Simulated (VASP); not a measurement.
A convergence study with VASP on Er (hcp): a few settings are varied, all else stays as given below, so the limit is that of these other settings.

```
CELL_PARAMETERS angstrom
      1.78000    -3.08305     0.00000
      1.78000     3.08305     0.00000
      0.00000     0.00000     5.59000
ATOMIC_POSITIONS crystal
  Er 0.33333 0.66667 0.25000
  Er 0.66667 0.33333 0.75000
```

Method: PBE GGA, VASP's PBE PAW potentials (set 64) (plane waves; VASP). The last row used: 550 eV cut-off, 19×19×12 Γ-centred mesh, second-order Methfessel-Paxton smearing of 0.40 eV, potentials Er_3.

The 4f electrons are frozen in the core of the lanthanide potential, so 4f levels, which can set the real gap, and their magnetism are missing.

```
setting                                   E (eV/atom)  pressure (GPa)  irreducible k-points
----------------------------------------  -----------  --------------  --------------------
ISMEAR = -1, SIGMA = 0.01, 6×6×4 mesh         -4.5040            0.57                    21
ISMEAR = -1, SIGMA = 0.2, 6×6×4 mesh          -4.5119            0.61                    21
ISMEAR = 0, SIGMA = 0.01, 6×6×4 mesh          -4.5039            0.58                    21
ISMEAR = 0, SIGMA = 0.2, 6×6×4 mesh               [?]             [?]                    21
ISMEAR = 1, SIGMA = 0.01, 6×6×4 mesh          -4.5039            0.57                    21
ISMEAR = 1, SIGMA = 0.2, 6×6×4 mesh           -4.5035            0.42                    21
ISMEAR = 2, SIGMA = 0.01, 6×6×4 mesh          -4.5039            0.56                    21
ISMEAR = 2, SIGMA = 0.2, 6×6×4 mesh           -4.5031            0.47                    21
ISMEAR = -1, SIGMA = 0.05, 13×13×8 mesh       -4.4974            0.27                   105
ISMEAR = -1, SIGMA = 0.2, 13×13×8 mesh        -4.5061            0.68                   105
ISMEAR = 0, SIGMA = 0.05, 13×13×8 mesh        -4.4979            0.21                   105
ISMEAR = 0, SIGMA = 0.2, 13×13×8 mesh         -4.4969            0.34                   105
ISMEAR = 1, SIGMA = 0.05, 13×13×8 mesh        -4.4980            0.20                   105
ISMEAR = 1, SIGMA = 0.2, 13×13×8 mesh         -4.4968            0.25                   105
ISMEAR = 2, SIGMA = 0.05, 13×13×8 mesh        -4.4979            0.19                   105
ISMEAR = 2, SIGMA = 0.2, 13×13×8 mesh         -4.4973            0.24                   105
ISMEAR = -1, SIGMA = 0.05, 19×19×12 mesh      -4.4963            0.31                   280
ISMEAR = -1, SIGMA = 0.4, 19×19×12 mesh           [?]             [?]                   280
ISMEAR = 0, SIGMA = 0.05, 19×19×12 mesh       -4.4960            0.29                   280
ISMEAR = 0, SIGMA = 0.4, 19×19×12 mesh        -4.5013            0.54                   280
ISMEAR = 1, SIGMA = 0.05, 19×19×12 mesh       -4.4960            0.28                   280
ISMEAR = 1, SIGMA = 0.4, 19×19×12 mesh        -4.4959            0.30                   280
ISMEAR = 2, SIGMA = 0.05, 19×19×12 mesh       -4.4959            0.28                   280
ISMEAR = 2, SIGMA = 0.4, 19×19×12 mesh        -4.4955            0.29                   280
```

Fill in the missing entries.

- ISMEAR = 0, SIGMA = 0.2, 6×6×4 mesh, E (eV/atom): -4.5055
- ISMEAR = 0, SIGMA = 0.2, 6×6×4 mesh, pressure (GPa): 0.36
- ISMEAR = -1, SIGMA = 0.4, 19×19×12 mesh, E (eV/atom): -4.5288
- ISMEAR = -1, SIGMA = 0.4, 19×19×12 mesh, pressure (GPa): 1.67

VASP warned of too few bands at ISMEAR = -1, SIGMA = 0.4, 19×19×12 mesh.

Left out are rungs that failed or repeat a setting and relaxations that didn't move; long series are thinned to 24 rows.

The compound is Er in the hcp structure. The cell was not relaxed at this level.
